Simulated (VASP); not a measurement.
Input for VASP

INCAR:
```
ALGO  =  Normal
EDIFF  =  1E-6
EDIFFG  =  -0.01
ENCUT  =  400
IBRION  =  2
ISIF  =  3
ISMEAR  =  1
ISPIN  =  2
LASPH  =  .TRUE.
LCHARG  =  .FALSE.
LMAXMIX  =  4
LMIXTAU  =  .TRUE.
LORBIT  =  10
LREAL  =  .FALSE.
LWAVE  =  .FALSE.
MAGMOM  =  4.4 0.2
METAGGA  =  R2SCAN
NELM  =  100
NSW  =  60
PREC  =  Accurate
SIGMA  =  0.1
SYSTEM  =  MnS
```

**KPOINTS**
```
Automatic mesh
0
gamma
 10 10 10
```

### POSCAR
```
MnS
1.0
  3.2230554812   0.0000000000   0.0000000000
  0.0000000000   3.2230554812   0.0000000000
  0.0000000000   0.0000000000   3.2230554812
Mn S
1 1
Cart
  0.0000000000   0.0000000000   0.0000000000
  1.6115277406   1.6115277406   1.6115277406
```

POTCAR, in this order: Mn_pv S (PBE.64 set). Program: vasp_std.

Problem. Write an equivalent input for Ansatz.

Solution. One equivalent input (not run):
Ansatz 0.2 input:
```yaml
crystal:
  lattice:
    - [3.2230555, 0.0000000, 0.0000000]
    - [0.0000000, 3.2230555, 0.0000000]
    - [0.0000000, 0.0000000, 3.2230555]
  atoms:
    - { symbol: Mn, position: [0.0000000, 0.0000000, 0.0000000], spin: 4.4 }
    - { symbol: S, position: [0.5000000, 0.5000000, 0.5000000], spin: 0.2 }
kpoints:
  mp_grid: { grid: [10, 10, 10] }
hamiltonian:
  xc: r2scan
  pseudopotentials: { kind: paw }
magnetization: { spin_polarized: true }
scf:
  occupations: { method: methfessel_paxton, width: 0.1 }
  max_iter: 100
relax:
  max_steps: 60
  f_tol: 0.01
  cell: {}
output: { forces: true, stress: true, eigenvalues: true }
```
The two are equivalent in intent, not identical: each code has its own PAW files, so the cut-off isn't converted (ENCUT is set for VASP's; basis.ecutwfc is left out, and Ansatz then takes the one that its files recommend); Ansatz stops its SCF on the density residual and VASP on the energy change (EDIFF).

The structure was generated: MnS was put into the CsCl type type (Pm-3m), which need not be its known phase. It was relaxed first. The start is the result of an earlier pass.
